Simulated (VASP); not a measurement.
Method: PBEsol GGA, VASP's PBE PAW potentials (set 64) (plane waves; VASP).

VASP ran on this input.

File POSCAR:
```
TcPt3
1
   -2.0051917663     1.9280690060     4.0890507552
    2.0051917663    -1.9280690060     4.0890507552
    2.0051917663     1.9280690060    -4.0890507552
Tc Pt
1 3
Direct
  0.0000000000   0.0000000000   0.0000000000
  0.7500000000   0.2500000000   0.5000000000
  0.2500000000   0.7500000000   0.5000000000
  0.5000000000   0.5000000000   0.0000000000
```

### KPOINTS
```
Automatic mesh
0
Gamma
10 10 10
```

### INCAR
```
! general
SYSTEM   =  TcPt3
PREC     =  Accurate
ENCUT    =  480   ! plane-wave cut-off (eV)
LREAL    =  F
LASPH    =  T   ! aspherical one-centre terms

! electronic loop
EDIFF    =  1E-7
NELM     =  100   ! most electronic steps
ALGO     =  Normal   ! blocked Davidson
LMAXMIX  =  6

! smearing
ISMEAR   =  1
SIGMA    =  0.1

! functional
GGA      =  PS

! ions
ISIF     =  2

! output
LWAVE    =  F
LCHARG   =  F
```

POTCAR, in this order: Tc_pv Pt (PBE.64 set). Program: vasp_std.

The run wrote:

OSZICAR:
```
       N       E                     dE             d eps       ncg     rms          rms(c)
DAV:   1     0.334161425006E+03    0.33416E+03   -0.22147E+04  8942   0.155E+03
DAV:   2    -0.216104372871E+02   -0.35577E+03   -0.35037E+03  9951   0.383E+02
DAV:   3    -0.345667906676E+02   -0.12956E+02   -0.12553E+02 11139   0.689E+01
DAV:   4    -0.348057469743E+02   -0.23896E+00   -0.23762E+00  9605   0.929E+00
DAV:   5    -0.348101651086E+02   -0.44181E-02   -0.44085E-02 10594   0.123E+00    0.234E+01
DAV:   6    -0.325872211747E+02    0.22229E+01   -0.74542E+00  9601   0.194E+01    0.922E+00
DAV:   7    -0.327854016507E+02   -0.19818E+00   -0.50917E+00  9812   0.141E+01    0.831E+00
DAV:   8    -0.323363486148E+02    0.44905E+00   -0.23560E+00 10166   0.916E+00    0.309E+00
DAV:   9    -0.323135663932E+02    0.22782E-01   -0.34265E-01 10016   0.439E+00    0.245E+00
DAV:  10    -0.323007242583E+02    0.12842E-01   -0.41499E-02 10529   0.154E+00    0.280E-01
DAV:  11    -0.322999609030E+02    0.76336E-03   -0.52993E-03  9765   0.519E-01    0.427E-02
DAV:  12    -0.322999731289E+02   -0.12226E-04   -0.15187E-04  9265   0.106E-01    0.164E-02
DAV:  13    -0.322999762872E+02   -0.31583E-05   -0.69218E-06 10115   0.197E-02    0.335E-03
DAV:  14    -0.322999762633E+02    0.23926E-07   -0.31201E-07  7029   0.435E-03
   1 F= -.32299976E+02 E0= -.32300118E+02  d E =0.424281E-03
```

File OUTCAR:
```
------------------------ aborting loop because EDIFF is reached ----------------------------------------
  FORCE on cell =-STRESS in cart. coord.  units (eV):
  Direction    XX          YY          ZZ          XY          YZ          ZX
  --------------------------------------------------------------------------------------
  Total       -8.6619772     -6.0666317     -8.4833265      0.0000000      0.0000000      0.0000000
  in kB     -219.4656931   -153.7082699   -214.9392781      0.0000000      0.0000000      0.0000000
  external PRESSURE =    -196.0377471 kB  Pullay stress =       0.0000000 kB
  volume of cell :       63.24
      direct lattice vectors                 reciprocal lattice vectors
    -2.005191766  1.928069006  4.089050755     0.000000000  0.259326818  0.122277768
     2.005191766 -1.928069006  4.089050755     0.249352710  0.000000000  0.122277768
     2.005191766  1.928069006 -4.089050755     0.249352710  0.259326818  0.000000000
 POSITION                                       TOTAL-FORCE (eV/Angst)
 -----------------------------------------------------------------------------------
      0.00000      0.00000      0.00000        -0.000000     -0.000000      0.000000
     -0.00000      1.92807      2.04453        -0.000000     -0.000000     -0.005301
      2.00519      0.00000      2.04453         0.000000      0.000000      0.005301
      0.00000      0.00000      4.08905        -0.000000     -0.000000      0.000000
 -----------------------------------------------------------------------------------
    total drift:                               -0.000000      0.000000      0.000000
  FREE ENERGIE OF THE ION-ELECTRON SYSTEM (eV)
  ---------------------------------------------------
  free  energy   TOTEN  =       -32.2999762633 eV

  energy  without entropy=      -32.3004005446  energy(sigma->0) =      -32.30011769
```
(Selected blocks of OUTCAR.)

OUTCAR:
```
 val. band max:       10.6839549736   @ k =  -0.4000  -0.4000   0.3000

 cond. band min:      10.6947747441   @ k =  -0.2000  -0.4000   0.2000


 Fermi energy:        10.6907460172

 k-point     1 :       0.0000    0.0000    0.0000
  band No.  band energies     occupation
      1     -28.6673      2.00000
      2     -28.5919      2.00000
      3     -28.5811      2.00000
      4       1.1959      2.00000
      5       4.0752      2.00000
      6       4.5067      2.00000
      7       5.0568      2.00000
      8       5.5873      2.00000
      9       6.1586      2.00000
     10       6.3256      2.00000
     11       6.5892      2.00000
     12       6.6331      2.00000
     13       7.0317      2.00000
     14       7.5437      2.00000
     15       7.7632      2.00000
     16       8.4365      2.00000
     17       8.6701      2.00000
     18       9.4471      2.00000
     19      10.0371      2.00000
     20      10.9825     -0.00029
     21      11.2961     -0.00000
     22      11.3952     -0.00000
     23      11.7233     -0.00000
     24      12.1231     -0.00000
     25      12.4434     -0.00000

 k-point     2 :       0.1000    0.0000   -0.0000
  band No.  band energies     occupation
      1     -28.6675      2.00000
      2     -28.5922      2.00000
      3     -28.5830      2.00000
      4       1.3623      2.00000
      5       4.1904      2.00000
      6       4.5967      2.00000
      7       5.1073      2.00000
      8       5.5997      2.00000
      9       5.9979      2.00000
     10       6.0860      2.00000
     11       6.7353      2.00000
     12       6.7715      2.00000
     13       7.0767      2.00000
     14       7.5371      2.00000
     15       7.7113      2.00000
     16       8.6225      2.00000
     17       8.7099      2.00000
     18       9.3862      2.00000
     19      10.0769      2.00000
     20      10.5842      2.06136
     21      10.7775     -0.01069
     22      11.1738     -0.00000
     23      11.3918     -0.00000
...
```

Unless said otherwise, spin-orbit coupling is left out, though it shifts the bands of the heavy elements here.

The structure comes from a computed database's TcPt3 entry (I4/mmm); how it stands against other phases isn't given here. This cell was strained or had an atom moved on purpose. The electron count is odd and the run is not spin-polarised, which forces a metal.
